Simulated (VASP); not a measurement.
Computed with PBEsol GGA, VASP's PBE PAW potentials (set 64) (plane waves; VASP 6.6.1).

A VASP calculation is set up with these files.

**KPOINTS**
```
Automatic
0
Gamma
13 13 13
```

INCAR:
```
# general
SYSTEM =RuAl
PREC   =Accurate
ENCUT  =500
LREAL  =.False.   # projection in real space or not
LASPH  =.True.

# electronic loop
EDIFF  =1E-6
NELM   =100
ALGO   =Normal   # blocked Davidson
LMAXMIX=4   # l cut-off of mixed one-centre charges

# smearing
ISMEAR =1   # Methfessel-Paxton
SIGMA  =0.1

# functional
GGA    =PS   # PBEsol

# ions
IBRION =2
NSW    =40   # most ionic steps
ISIF   =3
EDIFFG =-0.02   # ionic stop
PSTRESS=300   # kbar

# output
LWAVE  =.False.
LCHARG =.False.
```

File POSCAR:
```
RuAl
1
    2.8712849524     0.0000000000     0.0000000000
    0.0000000000     2.8712849524     0.0000000000
    0.0000000000     0.0000000000     2.8712849524
Al Ru
1 1
Direct
  0.5000000000   0.5000000000   0.5000000000
  0.0000000000   0.0000000000   0.0000000000
```

POTCAR, in this order: Al Ru_pv (PBE.64 set). Program: vasp_std.

Q: What will the output report for the number of irreducible k-points (NKPTS), largest plane-wave count, number of space-group operations, FFT grid (NGX, NGY, NGZ)?

A: 
| Property | Value |
|---|---|
| number of irreducible k-points (NKPTS) | 84 |
| largest plane-wave count | 621 |
| number of space-group operations | 48 |
| FFT grid (NGX, NGY, NGZ) | 24 × 24 × 24 |

The compound is RuAl in the CsCl type structure. It was relaxed first under an external pressure of 30 GPa. The electron count is odd and the run is not spin-polarised, which forces a metal.
